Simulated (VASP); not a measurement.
Runs of VASP 6.6.1 on RuCl2. The structure is trigonal, space group P-3m1 (No. 164). Conventional cell: a = 3.550 Å, b = 3.550 Å, c = 5.726 Å, α = 90.00°, β = 90.00°, γ = 120.00°. Ru (site symmetry -3m) is surrounded by 6 Cl at 2.51 Å. Around Cl (site symmetry 3m) lie 3 Ru at 2.51 Å. The cell comes from a database or a generator and needn't be the stable form of this composition.

```tsv
level	spin	U	gap on the mesh (eV)	pressure (GPa)	moment (μB)	largest force (eV/Å)
PBEsol	collinear, ferromagnetic start	-	0.58	-10.5	0.00	(a)
PBE+U	off	Ru d U = 4 eV	2.68	-2.0	-	1.00
PBE	collinear, random start	-	0.67	-6.0	0.00	(b)
PBE+U	collinear, random start	Ru d U = 4 eV	2.68	-2.0	0.00	1.00
```

Alike in all rows: task single point; potentials or basis VASP PAW PBE potentials, release 64 (Ru_pv, Cl); cell as given; k mesh 6 × 6 × 4; cutoff (eV) 520; smearing gaussian 0.05 eV.

Problem. Estimate the missing entries.

Solution. (a) 1.97; (b) 1.62.

Caveats: forces of over 1 eV/Å show positions far from the minimum, so gaps and moduli don't describe the material at rest (some runs); the PAW data sets were made with another functional, which shifts forces and pressure a little (some runs).

A k mesh can miss the band edges, and the runs leave out spin-orbit coupling on Ru.

Not every run made on this cell is shown here.
